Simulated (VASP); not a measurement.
Consider the following.

```
CELL_PARAMETERS angstrom
      3.91891     0.00000     0.00000
      0.00000     3.91891     0.00000
      0.00000     0.00000     3.91891
ATOMIC_POSITIONS crystal
  Nb 0.00000 0.00000 0.00000
  Ru 0.00000 0.50000 0.50000
  Ru 0.50000 0.00000 0.50000
  Ru 0.50000 0.50000 0.00000
```

Calculation: PBEsol GGA, VASP's PBE PAW potentials (set 64) (plane waves; VASP). Numerical set-up: 300 eV cut-off, 6×6×6 Γ-centred mesh, Fermi-Dirac smearing of 0.10 eV, potentials Nb_sv Ru_pv.

At this cut-off the stress carries a Pulay error, which pulls relaxed volumes low.

Task: Estimate the energy per atom (σ→0), pressure, band gap (on the k-mesh) with the smallest direct gap where there is one.

Result: 
```
Item                                                        Result
------------------------  ----------------------------------------
band gap (on the k-mesh)  none (metal, semimetal or under 0.01 eV)
energy per atom (σ→0)                              -10.454 eV/atom
pressure                                                -14.17 GPa
```

The structure comes from a computed database's NbRu3 entry; how it stands against other phases isn't given here. The cell was not relaxed at this level. The electron count is odd and the run is not spin-polarised, which forces a metal.
